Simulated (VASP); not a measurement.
Output of a VASP run:

File OUTCAR:
```
 ion  position               nearest neighbor table
   1  0.000  0.000  0.000-   2 2.63   2 2.63   2 2.63   2 2.63
   2  0.250  0.250  0.250-   1 2.63   1 2.63   1 2.63   1 2.63
  LATTYP: Found a face centered cubic cell.
 ALAT       =     6.0781951256
 Subroutine PRICEL returns:
 Original cell was already a primitive cell.
 Subroutine GETGRP returns: Found 24 space group operations
The static configuration has the point symmetry T_d .
The dynamic configuration has the point symmetry T_d .
 Subroutine INISYM returns: Found 24 space group operations
 Subroutine IBZKPT returns following result:
 Found     29 irreducible k-points:

 Following reciprocal coordinates:
            Coordinates               Weight
  0.000000  0.000000  0.000000      1.000000
  0.125000  0.000000  0.000000      8.000000
  0.250000  0.000000  0.000000      8.000000
  0.375000  0.000000  0.000000      8.000000
  0.500000  0.000000  0.000000      4.000000
  0.125000  0.125000  0.000000      6.000000
  0.250000  0.125000  0.000000     24.000000
  0.375000  0.125000  0.000000     24.000000
  0.500000  0.125000  0.000000     24.000000
 -0.375000  0.125000  0.000000     24.000000
 -0.250000  0.125000  0.000000     24.000000
 -0.125000  0.125000  0.000000     12.000000
  0.250000  0.250000  0.000000      6.000000
  0.375000  0.250000  0.000000     24.000000
  0.500000  0.250000  0.000000     24.000000
 -0.375000  0.250000  0.000000     24.000000
 -0.250000  0.250000  0.000000     12.000000
  0.375000  0.375000  0.000000      6.000000
  0.500000  0.375000  0.000000     24.000000
 -0.375000  0.375000  0.000000     12.000000
  0.500000  0.500000  0.000000      3.000000
  0.375000  0.250000  0.125000     24.000000
  0.500000  0.250000  0.125000     48.000000
 -0.375000  0.250000  0.125000     24.000000
  0.500000  0.375000  0.125000     24.000000
 -0.375000  0.375000  0.125000     48.000000
 -0.250000  0.375000  0.125000     24.000000
 -0.375000  0.500000  0.125000     12.000000
 -0.250000  0.500000  0.250000      6.000000
   k-points           NKPTS =     29   k-points in BZ     NKDIM =     29   number of bands    NBANDS=     13
   number of dos      NEDOS =    601   number of ions     NIONS =      2
   total plane-waves  NPLWV =  32768
   dimension x,y,z NGX =    32 NGY =   32 NGZ =   32
   dimension x,y,z NGXF=    64 NGYF=   64 NGZF=   64
   ions per type =               1   1
   PREC   = accura    normal or accurate (medium, high low for compatibility)
   ISTART =      0    job   : 0-new  1-cont  2-samecut
   ICHARG =      2    charge: 1-file 2-atom 10-const
   ISPIN  =      1    spin polarized calculation?
   LNONCOLLINEAR =      F non collinear calculations
   LSORBIT =      F    spin-orbit coupling
   INIWAV =      1    electr: 0-lowe 1-rand  2-diag
   ENCUT  =  520.0 eV  38.22 Ry    6.18 a.u.   7.99  7.99  7.99*2*pi/ulx,y,z
   NELM   =    100;   NELMIN=  2; NELMDL= -5     # of ELM steps
   EDIFF  = 0.1E-06   stopping-criterion for ELM
   LREAL  =      F    real-space projection
   NLSPLINE    = F    spline interpolate recip. space projectors
   LMAXMIX     =    4 max onsite mixed and CHGCAR
   VOSKOWN=      0    Vosko Wilk Nusair interpolation
   EDIFFG = 0.1E-05   stopping-criterion for IOM
   NSW    =      0    number of steps for IOM
   NBLOCK =      1;   KBLOCK =      1    inner block; outer block
   IBRION =     -1    ionic relax: 0-MD 1-quasi-New 2-CG
   NFREE  =      0    steps in history (QN), initial steepest desc. (CG)
   ISIF   =      2    stress and relaxation
   ISYM   =      2    0-nonsym 1-usesym 2-fastsym
   TEIN   =    0.0    initial temperature
   TEBEG  =    0.0;   TEEND  =   0.0 temperature during run
   SMASS  =  -3.00    Nose mass-parameter (am)
   PSTRESS=    0.0 pullay stress
   NELECT =      18.0000    total number of electrons
   EFERMI =   0.00;   METHOD = LEGACY
   ISMEAR =    -5;   SIGMA  =   0.20  broadening in eV -4-tet -1-fermi 0-gaus
   IALGO  =     38    algorithm
...
```

OSZICAR:
```
       N       E                     dE             d eps       ncg     rms          rms(c)
DAV:   1     0.115275902721E+03    0.11528E+03   -0.89421E+03   754   0.123E+03
DAV:   2     0.342376324980E+01   -0.11185E+03   -0.10765E+03   884   0.295E+02
DAV:   3    -0.177949962681E+01   -0.52033E+01   -0.51885E+01   879   0.648E+01
DAV:   4    -0.182075761010E+01   -0.41258E-01   -0.41252E-01   889   0.577E+00
DAV:   5    -0.182143247970E+01   -0.67487E-03   -0.67487E-03   889   0.720E-01    0.613E+00
DAV:   6    -0.107906800953E+01    0.74236E+00   -0.15807E+00   931   0.144E+01    0.511E+00
DAV:   7    -0.106946137473E+01    0.96066E-02   -0.20020E-01   774   0.366E+00    0.294E+00
DAV:   8    -0.106778383352E+01    0.16775E-02   -0.15876E-02   799   0.174E+00    0.259E-01
DAV:   9    -0.106742534123E+01    0.35849E-03   -0.19666E-03   925   0.621E-01    0.693E-02
DAV:  10    -0.106749339669E+01   -0.68055E-04   -0.26473E-04   779   0.171E-01    0.755E-02
DAV:  11    -0.106751679014E+01   -0.23393E-04   -0.49633E-05   784   0.743E-02    0.145E-02
DAV:  12    -0.106751313073E+01    0.36594E-05   -0.97593E-06   912   0.350E-02    0.618E-03
DAV:  13    -0.106751293178E+01    0.19895E-06   -0.75956E-07   799   0.775E-03    0.188E-03
DAV:  14    -0.106751288153E+01    0.50251E-07   -0.32952E-08   457   0.269E-03
   1 F= -.10675129E+01 E0= -.10675129E+01  d E =0.000000E+00
```

File OUTCAR:
```
------------------------ aborting loop because EDIFF is reached ----------------------------------------
  FORCE on cell =-STRESS in cart. coord.  units (eV):
  Direction    XX          YY          ZZ          XY          YZ          ZX
  --------------------------------------------------------------------------------------
  Total       -0.0019078     -0.0019078     -0.0019078     -0.0000000     -0.0000000      0.0000000
  in kB       -0.0544466     -0.0544466     -0.0544466     -0.0000000     -0.0000000      0.0000000
  external PRESSURE =      -0.0544466 kB  Pullay stress =       0.0000000 kB
  volume of cell :       56.14
      direct lattice vectors                 reciprocal lattice vectors
     0.000000000  3.039097563  3.039097563    -0.164522523  0.164522523  0.164522523
     3.039097563  0.000000000  3.039097563     0.164522523 -0.164522523  0.164522523
     3.039097563  3.039097563  0.000000000     0.164522523  0.164522523 -0.164522523
  FREE ENERGIE OF THE ION-ELECTRON SYSTEM (eV)
  ---------------------------------------------------
  free  energy   TOTEN  =        -1.0675128815 eV

  energy  without entropy=       -1.0675128815  energy(sigma->0) =       -1.06751288

 total charge

# of ion       s       p       d       tot
------------------------------------------
    1        0.418   0.259   9.559  10.237
    2        1.351   2.377   0.000   3.728
--------------------------------------------------
tot          1.769   2.637   9.559  13.965
```
(Selected blocks of OUTCAR.)

**POSCAR**
```
CdS
1
    0.0000000000     3.0390975628     3.0390975628
    3.0390975628    -0.0000000000     3.0390975628
    3.0390975628     3.0390975628     0.0000000000
Cd S
1 1
Direct
  0.0000000000   1.0000000000   0.0000000000
  0.2500000000   0.2500000000   0.2500000000
```

Q: Write an INCAR and KPOINTS that could have produced this output.

A: This is not unique; one that fits is the input of the run itself, vdW-DF2, plane waves, VASP's PBE PAW potentials (set 64).

File KPOINTS:
```
Automatic mesh
0
Gamma
8 8 8
0 0 0
```

### INCAR
```
# general
SYSTEM    =  CdS
PREC      =  Accurate
ENCUT     =  520
LREAL     =  F
LASPH     =  T

# electronic loop
EDIFF     =  1E-7
NELM      =  100
ALGO      =  Normal
LMAXMIX   =  4

# smearing
ISMEAR    =  -5

# functional
GGA       =  ML
LUSE_VDW  =  T
AGGAC     =  0.0
ZAB_VDW   =  -1.8867

# ions
ISIF      =  2

# output
LWAVE     =  F
LCHARG    =  T
LORBIT    =  11
NEDOS     =  601
```

POTCAR, in this order: Cd S (PBE.64 set). Program: vasp_std.

The compound is CdS in the zinc blende structure, a metastable form; wurtzite is the usual one. It was relaxed first, which changed the volume by +14 %.
